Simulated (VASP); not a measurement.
# From one sheet to two: 1T-PtSe2 monolayer, part 4 of 9

What are the lattice, gap and band positions of 1T-PtSe2 monolayer, and what does a second sheet change?

VASP 6.6.1, plane waves and PAW; the level of theory is named at each step.

So far, least gap on mesh and path (eV): step 4 (potential and states of the slab) 1.55.

### Step 5. The slab in a field, field -0.1

Level of this step: r2SCAN with rVV10; plane waves and PAW (Pt, Se) (VASP).

A field across the slab, with the atoms held, gives the electronic response: the dipole changes linearly with the field, and the energy has a linear term from the slab's own dipole and a quadratic one from its polarisability.

Input file INCAR:

```
SYSTEM = PtSe2
PREC = Normal
ENCUT = 350
EDIFF = 1E-06
NELM = 120
ISMEAR = 0
SIGMA = 0.03
LREAL = .FALSE.
ALGO = Normal
METAGGA = R2SCAN
LUSE_VDW = .TRUE.
IVDW_NL = 2
BPARAM = 11.95
CPARAM = 0.0093
LASPH = .TRUE.
NBANDS = 17
LORBIT = 11
LWAVE = .FALSE.
LCHARG = .FALSE.
KPAR = 4
IDIPOL = 3
LDIPOL = .TRUE.
DIPOL = 0.5 0.5 0.5
EFIELD = -0.1
```

Input file POSCAR:

```
PtSe2
1.0
    3.6859173901      0.0000000000      0.0000000000
   -1.8429586950      3.1920980961      0.0000000000
    0.0000000000      0.0000000000     22.0000000000
Pt Se
1 2
Direct
    0.0000000000      0.0000000000      0.5000000000
    0.3333333333      0.6666666667      0.4396400950
    0.6666666667      0.3333333333      0.5603599050
```

Input file KPOINTS:

```
Automatic mesh
0
Gamma
9 9 1
0 0 0
```

The projector-augmented-wave data sets are Pt and Se (PBE family, release 64).

Run with:

```console
mpirun -np 4 vasp_std
```

Output:

```text
[... set-up lines as in an earlier step ...]
 entering main loop
       N       E                     dE             d eps       ncg     rms          rms(c)
Total rVV10 correction in eV:      0.6783990    27.0734255
Total rVV10 correction in eV:      0.6783990    27.0734255
Total rVV10 correction in eV:      0.6783990    27.0734255
Total rVV10 correction in eV:      0.6783990    27.0734255
DAV:   1     0.760735233610E+02    0.76074E+02   -0.61862E+03   416   0.697E+02
DAV:   2    -0.723037131943E+02   -0.14838E+03   -0.14068E+03   599   0.159E+02
DAV:   3    -0.866811241637E+02   -0.14377E+02   -0.14283E+02   524   0.611E+01
DAV:   4    -0.868874386623E+02   -0.20631E+00   -0.20610E+00   503   0.835E+00
DAV:   5    -0.868910010647E+02   -0.35624E-02   -0.35613E-02   575   0.105E+00    0.132E+01
Total rVV10 correction in eV:      0.6766328    27.0796675
Total rVV10 correction in eV:      0.6766328    27.0796675
Total rVV10 correction in eV:      0.6766328    27.0796675
Total rVV10 correction in eV:      0.6766328    27.0796675
DAV:   6    -0.810357746330E+02    0.58552E+01   -0.87498E+00   478   0.269E+01    0.845E+00
Total rVV10 correction in eV:      0.6785449    27.0760630
Total rVV10 correction in eV:      0.6785449    27.0760630
Total rVV10 correction in eV:      0.6785449    27.0760630
Total rVV10 correction in eV:      0.6785449    27.0760630
DAV:   7    -0.807506294767E+02    0.28515E+00   -0.18213E+00   486   0.137E+01    0.364E+00
Total rVV10 correction in eV:      0.6811546    27.0748777
Total rVV10 correction in eV:      0.6811546    27.0748777
Total rVV10 correction in eV:      0.6811546    27.0748777
Total rVV10 correction in eV:      0.6811546    27.0748777
DAV:   8    -0.807617220104E+02   -0.11093E-01   -0.11061E-01   505   0.248E+00    0.106E+00
Total rVV10 correction in eV:      0.6826364    27.0742212
Total rVV10 correction in eV:      0.6826364    27.0742212
Total rVV10 correction in eV:      0.6826364    27.0742212
Total rVV10 correction in eV:      0.6826364    27.0742212
DAV:   9    -0.807503297871E+02    0.11392E-01   -0.47139E-02   499   0.213E+00    0.232E-01
Total rVV10 correction in eV:      0.6830726    27.0741189
Total rVV10 correction in eV:      0.6830726    27.0741189
Total rVV10 correction in eV:      0.6830726    27.0741189
Total rVV10 correction in eV:      0.6830726    27.0741189
DAV:  10    -0.807514276833E+02   -0.10979E-02   -0.63607E-03   511   0.495E-01    0.183E-01
Total rVV10 correction in eV:      0.6835430    27.0740310
Total rVV10 correction in eV:      0.6835430    27.0740310
Total rVV10 correction in eV:      0.6835430    27.0740310
Total rVV10 correction in eV:      0.6835430    27.0740310
DAV:  11    -0.807518053308E+02   -0.37765E-03   -0.42548E-04   504   0.167E-01    0.115E-01
Total rVV10 correction in eV:      0.6842974    27.0739237
Total rVV10 correction in eV:      0.6842974    27.0739237
Total rVV10 correction in eV:      0.6842974    27.0739237
Total rVV10 correction in eV:      0.6842974    27.0739237
DAV:  12    -0.807522264219E+02   -0.42109E-03   -0.34632E-04   459   0.122E-01    0.185E-02
Total rVV10 correction in eV:      0.6843591    27.0738935
Total rVV10 correction in eV:      0.6843591    27.0738935
Total rVV10 correction in eV:      0.6843591    27.0738935
Total rVV10 correction in eV:      0.6843591    27.0738935
DAV:  13    -0.807522656514E+02   -0.39229E-04   -0.40529E-05   493   0.357E-02    0.113E-02
Total rVV10 correction in eV:      0.6845175    27.0738195
Total rVV10 correction in eV:      0.6845175    27.0738195
Total rVV10 correction in eV:      0.6845175    27.0738195
Total rVV10 correction in eV:      0.6845175    27.0738195
DAV:  14    -0.807523703854E+02   -0.10473E-03   -0.19434E-05   475   0.256E-02    0.577E-03
Total rVV10 correction in eV:      0.6846443    27.0737410
Total rVV10 correction in eV:      0.6846443    27.0737410
Total rVV10 correction in eV:      0.6846443    27.0737410
Total rVV10 correction in eV:      0.6846443    27.0737410
DAV:  15    -0.807524969171E+02   -0.12653E-03   -0.13330E-05   497   0.213E-02    0.357E-03
Total rVV10 correction in eV:      0.6848178    27.0735875
Total rVV10 correction in eV:      0.6848178    27.0735875
Total rVV10 correction in eV:      0.6848178    27.0735875
Total rVV10 correction in eV:      0.6848178    27.0735875
DAV:  16    -0.807526829446E+02   -0.18603E-03   -0.42992E-05   503   0.319E-02    0.211E-03
Total rVV10 correction in eV:      0.6848329    27.0735344
Total rVV10 correction in eV:      0.6848329    27.0735344
Total rVV10 correction in eV:      0.6848329    27.0735344
Total rVV10 correction in eV:      0.6848329    27.0735344
DAV:  17    -0.807527331476E+02   -0.50203E-04   -0.45368E-06   477   0.114E-02    0.117E-03
Total rVV10 correction in eV:      0.6848086    27.0734654
Total rVV10 correction in eV:      0.6848086    27.0734654
Total rVV10 correction in eV:      0.6848086    27.0734654
Total rVV10 correction in eV:      0.6848086    27.0734654
DAV:  18    -0.807527669340E+02   -0.33786E-04   -0.48530E-06   427   0.115E-02    0.517E-04
Total rVV10 correction in eV:      0.6847974    27.0734455
Total rVV10 correction in eV:      0.6847974    27.0734455
Total rVV10 correction in eV:      0.6847974    27.0734455
Total rVV10 correction in eV:      0.6847974    27.0734455
DAV:  19    -0.807527813515E+02   -0.14417E-04   -0.87528E-07   486   0.836E-03    0.251E-04
Total rVV10 correction in eV:      0.6847829    27.0734240
Total rVV10 correction in eV:      0.6847829    27.0734240
Total rVV10 correction in eV:      0.6847829    27.0734240
Total rVV10 correction in eV:      0.6847829    27.0734240
DAV:  20    -0.807527788256E+02    0.25259E-05   -0.77054E-07   417   0.772E-03    0.149E-04
Total rVV10 correction in eV:      0.6847813    27.0734223
Total rVV10 correction in eV:      0.6847813    27.0734223
Total rVV10 correction in eV:      0.6847813    27.0734223
Total rVV10 correction in eV:      0.6847813    27.0734223
DAV:  21    -0.807527751440E+02    0.36816E-05   -0.14486E-07   418   0.391E-03    0.916E-05
Total rVV10 correction in eV:      0.6847815    27.0734220
Total rVV10 correction in eV:      0.6847815    27.0734220
Total rVV10 correction in eV:      0.6847815    27.0734220
Total rVV10 correction in eV:      0.6847815    27.0734220
DAV:  22    -0.807527832628E+02   -0.81188E-05   -0.35556E-07   322   0.610E-03    0.682E-05
Total rVV10 correction in eV:      0.6847813    27.0734225
Total rVV10 correction in eV:      0.6847813    27.0734225
Total rVV10 correction in eV:      0.6847813    27.0734225
Total rVV10 correction in eV:      0.6847813    27.0734225
DAV:  23    -0.807527779285E+02    0.53343E-05   -0.17183E-07   319   0.414E-03    0.515E-05
[...]
Total rVV10 correction in eV:      0.6847816    27.0734225
DAV:  47    -0.807527800586E+02   -0.35990E-05   -0.61353E-08   312   0.256E-03    0.425E-05
Total rVV10 correction in eV:      0.6847816    27.0734225
Total rVV10 correction in eV:      0.6847816    27.0734225
Total rVV10 correction in eV:      0.6847816    27.0734225
Total rVV10 correction in eV:      0.6847816    27.0734225
DAV:  48    -0.807527738286E+02    0.62300E-05   -0.21183E-07   312   0.480E-03    0.440E-05
Total rVV10 correction in eV:      0.6847816    27.0734225
Total rVV10 correction in eV:      0.6847816    27.0734225
Total rVV10 correction in eV:      0.6847816    27.0734225
Total rVV10 correction in eV:      0.6847816    27.0734225
DAV:  49    -0.807527829294E+02   -0.91008E-05   -0.47654E-07   312   0.710E-03    0.440E-05
Total rVV10 correction in eV:      0.6847816    27.0734225
Total rVV10 correction in eV:      0.6847816    27.0734225
Total rVV10 correction in eV:      0.6847816    27.0734225
Total rVV10 correction in eV:      0.6847816    27.0734225
DAV:  50    -0.807527783178E+02    0.46116E-05   -0.16140E-07   312   0.397E-03    0.440E-05
Total rVV10 correction in eV:      0.6847816    27.0734225
Total rVV10 correction in eV:      0.6847816    27.0734225
Total rVV10 correction in eV:      0.6847816    27.0734225
Total rVV10 correction in eV:      0.6847816    27.0734225
DAV:  51    -0.807527748604E+02    0.34574E-05   -0.64444E-08   312   0.279E-03    0.429E-05
Total rVV10 correction in eV:      0.6847816    27.0734225
Total rVV10 correction in eV:      0.6847816    27.0734225
Total rVV10 correction in eV:      0.6847816    27.0734225
Total rVV10 correction in eV:      0.6847816    27.0734225
DAV:  52    -0.807527841661E+02   -0.93057E-05   -0.43407E-07   312   0.686E-03    0.446E-05
Total rVV10 correction in eV:      0.6847816    27.0734225
Total rVV10 correction in eV:      0.6847816    27.0734225
Total rVV10 correction in eV:      0.6847816    27.0734225
Total rVV10 correction in eV:      0.6847816    27.0734225
DAV:  53    -0.807527793585E+02    0.48076E-05   -0.13159E-07   312   0.355E-03    0.449E-05
Total rVV10 correction in eV:      0.6847816    27.0734225
Total rVV10 correction in eV:      0.6847816    27.0734225
Total rVV10 correction in eV:      0.6847816    27.0734225
Total rVV10 correction in eV:      0.6847816    27.0734225
DAV:  54    -0.807527736764E+02    0.56821E-05   -0.18386E-07   312   0.468E-03    0.444E-05
Total rVV10 correction in eV:      0.6847816    27.0734225
Total rVV10 correction in eV:      0.6847816    27.0734225
Total rVV10 correction in eV:      0.6847816    27.0734225
Total rVV10 correction in eV:      0.6847816    27.0734225
DAV:  55    -0.807527824340E+02   -0.87576E-05   -0.44813E-07   312   0.693E-03    0.440E-05
Total rVV10 correction in eV:      0.6847816    27.0734225
Total rVV10 correction in eV:      0.6847816    27.0734225
Total rVV10 correction in eV:      0.6847816    27.0734225
Total rVV10 correction in eV:      0.6847816    27.0734225
DAV:  56    -0.807527776638E+02    0.47702E-05   -0.16401E-07   312   0.402E-03    0.448E-05
Total rVV10 correction in eV:      0.6847816    27.0734225
Total rVV10 correction in eV:      0.6847816    27.0734225
Total rVV10 correction in eV:      0.6847816    27.0734225
Total rVV10 correction in eV:      0.6847816    27.0734225
DAV:  57    -0.807527765224E+02    0.11414E-05   -0.18757E-08   312   0.150E-03    0.432E-05
Total rVV10 correction in eV:      0.6847816    27.0734225
Total rVV10 correction in eV:      0.6847816    27.0734225
Total rVV10 correction in eV:      0.6847816    27.0734225
Total rVV10 correction in eV:      0.6847816    27.0734225
DAV:  58    -0.807527795927E+02   -0.30703E-05   -0.41748E-08   310   0.208E-03    0.434E-05
Total rVV10 correction in eV:      0.6847816    27.0734225
Total rVV10 correction in eV:      0.6847816    27.0734225
Total rVV10 correction in eV:      0.6847816    27.0734225
Total rVV10 correction in eV:      0.6847816    27.0734225
DAV:  59    -0.807527735166E+02    0.60761E-05   -0.18781E-07   312   0.452E-03    0.447E-05
Total rVV10 correction in eV:      0.6847816    27.0734225
Total rVV10 correction in eV:      0.6847816    27.0734225
Total rVV10 correction in eV:      0.6847816    27.0734225
Total rVV10 correction in eV:      0.6847816    27.0734225
DAV:  60    -0.807527826076E+02   -0.90910E-05   -0.45290E-07   312   0.692E-03    0.445E-05
Total rVV10 correction in eV:      0.6847816    27.0734225
Total rVV10 correction in eV:      0.6847816    27.0734225
Total rVV10 correction in eV:      0.6847816    27.0734225
Total rVV10 correction in eV:      0.6847816    27.0734225
DAV:  61    -0.807527777650E+02    0.48426E-05   -0.15866E-07   312   0.393E-03    0.458E-05
Total rVV10 correction in eV:      0.6847816    27.0734225
Total rVV10 correction in eV:      0.6847816    27.0734225
Total rVV10 correction in eV:      0.6847816    27.0734225
Total rVV10 correction in eV:      0.6847816    27.0734225
DAV:  62    -0.807527762644E+02    0.15006E-05   -0.19719E-08   312   0.158E-03    0.440E-05
Total rVV10 correction in eV:      0.6847816    27.0734225
Total rVV10 correction in eV:      0.6847816    27.0734225
Total rVV10 correction in eV:      0.6847816    27.0734225
Total rVV10 correction in eV:      0.6847816    27.0734225
DAV:  63    -0.807527808996E+02   -0.46352E-05   -0.10186E-07   312   0.331E-03    0.448E-05
Total rVV10 correction in eV:      0.6847816    27.0734225
Total rVV10 correction in eV:      0.6847816    27.0734225
Total rVV10 correction in eV:      0.6847816    27.0734225
Total rVV10 correction in eV:      0.6847816    27.0734225
DAV:  64    -0.807527747419E+02    0.61577E-05   -0.20367E-07   312   0.466E-03    0.458E-05
Total rVV10 correction in eV:      0.6847816    27.0734225
Total rVV10 correction in eV:      0.6847816    27.0734225
Total rVV10 correction in eV:      0.6847816    27.0734225
Total rVV10 correction in eV:      0.6847816    27.0734225
DAV:  65    -0.807527840790E+02   -0.93371E-05   -0.48201E-07   312   0.714E-03    0.469E-05
Total rVV10 correction in eV:      0.6847816    27.0734225
Total rVV10 correction in eV:      0.6847816    27.0734225
Total rVV10 correction in eV:      0.6847816    27.0734225
Total rVV10 correction in eV:      0.6847816    27.0734225
DAV:  66    -0.807527796002E+02    0.44788E-05   -0.14598E-07   312   0.376E-03    0.483E-05
Total rVV10 correction in eV:      0.6847816    27.0734225
Total rVV10 correction in eV:      0.6847816    27.0734225
Total rVV10 correction in eV:      0.6847816    27.0734225
Total rVV10 correction in eV:      0.6847816    27.0734225
DAV:  67    -0.807527735064E+02    0.60938E-05   -0.19296E-07   312   0.477E-03    0.459E-05
Total rVV10 correction in eV:      0.6847816    27.0734225
Total rVV10 correction in eV:      0.6847816    27.0734225
Total rVV10 correction in eV:      0.6847816    27.0734225
Total rVV10 correction in eV:      0.6847816    27.0734225
DAV:  68    -0.807527826384E+02   -0.91320E-05   -0.43913E-07   312   0.683E-03    0.456E-05
Total rVV10 correction in eV:      0.6847816    27.0734225
Total rVV10 correction in eV:      0.6847816    27.0734225
Total rVV10 correction in eV:      0.6847816    27.0734225
Total rVV10 correction in eV:      0.6847816    27.0734225
DAV:  69    -0.807527774504E+02    0.51879E-05   -0.15632E-07   312   0.389E-03    0.473E-05
Total rVV10 correction in eV:      0.6847816    27.0734225
Total rVV10 correction in eV:      0.6847816    27.0734225
Total rVV10 correction in eV:      0.6847816    27.0734225
Total rVV10 correction in eV:      0.6847816    27.0734225
DAV:  70    -0.807527771430E+02    0.30741E-06   -0.84495E-09   312   0.103E-03
Total rVV10 correction in eV:      0.6847816    27.0734225
Total rVV10 correction in eV:      0.6847816    27.0734225
Total rVV10 correction in eV:      0.6847816    27.0734225
Total rVV10 correction in eV:      0.6847816    27.0734225
Total rVV10 correction in eV:      0.6847816    27.0734225
Total rVV10 correction in eV:      0.6847816    27.0734225
Total rVV10 correction in eV:      0.6847816    27.0734225
Total rVV10 correction in eV:      0.6847816    27.0734225
   1 F= -.80752777E+02 E0= -.80752777E+02  d E =-.129175E-11
```

It took 2.4 min on 4 MPI ranks of AMD EPYC 9R45, shared host; peak memory 1.3 GiB; 9.3 min of CPU time.

Parts of OUTCAR (step 5):

```text
   NELECT =      22.0000    total number of electrons

 dipolmoment           0.000000      0.000000     -0.031848 electrons x Angstroem

 E-fermi :  -3.1999

 k-point     1 :       0.0000    0.0000    0.0000
  band No.  band energies     occupation
    ...
      7      -6.4075      2.00000
      8      -4.7179      2.00000
      9      -4.0492      2.00000
     10      -3.3338      2.00000
     11      -3.3338      2.00000
     12      -0.1617      0.00000
     13      -0.1617      0.00000
     14       1.8075      0.00000
     15       2.4029      0.00000
     16       2.6660      0.00000
    ...

  Total       -0.0121604     -0.0121604     -0.1009241     -0.0000000      0.0000000     -0.0000000
  in kB       -0.0752687     -0.0752687     -0.6246849     -0.0000000      0.0000000     -0.0000000
  external PRESSURE =      -0.2584075 kB  Pullay stress =       0.0000000 kB

 POSITION                                       TOTAL-FORCE (eV/Angst)
 -----------------------------------------------------------------------------------
      0.00000      0.00000     11.00000         0.000000      0.000000     -0.000096
     -0.00000      2.12807      9.67208         0.000000      0.000000      0.001275
      1.84296      1.06403     12.32792        -0.000000      0.000000     -0.001179
 -----------------------------------------------------------------------------------
    total drift:                               -0.000003      0.000003     -0.000086

  FREE ENERGIE OF THE ION-ELECTRON SYSTEM (eV)
  ---------------------------------------------------
  free  energy   TOTEN  =       -80.7527771430 eV

  energy  without entropy=      -80.7527771430  energy(sigma->0) =      -80.75277714

 vacuum level on the upper side and lower side of the slab         3.482         1.813

[... 8 parts as in an earlier step ...]

[... 9 further parts left out ...]
```

Numbers from this step:

* electronic cycles: 70
* free energy (TOTEN): -80.7528 eV
* Fermi energy: -3.200 eV
* dipole moment: 0, 0, -0.03185 e·Å

VASP counts the dipole in electrons times Å, so a positive number points the physical dipole along −c. A positive EFIELD is likewise a physical field along −c.

Energy at zero smearing: -80.75278 eV.

(Continued in part 5 of 9.)

[Lines on the potential files, build, host, timing and source positions are cut from VASP's logs without a mark.]

[Logs are printed without paths, hosts, clocks, repeated set-up lines and the standing remarks that a program may print on its own settings, such as how far it seeks lower states.]

[Hosts, paths, dates, database ids (printed as entryN), source tags and the programs' standing remarks are cut or masked in the printed files.]

[Runs that stopped without an error message from VASP are left out.]
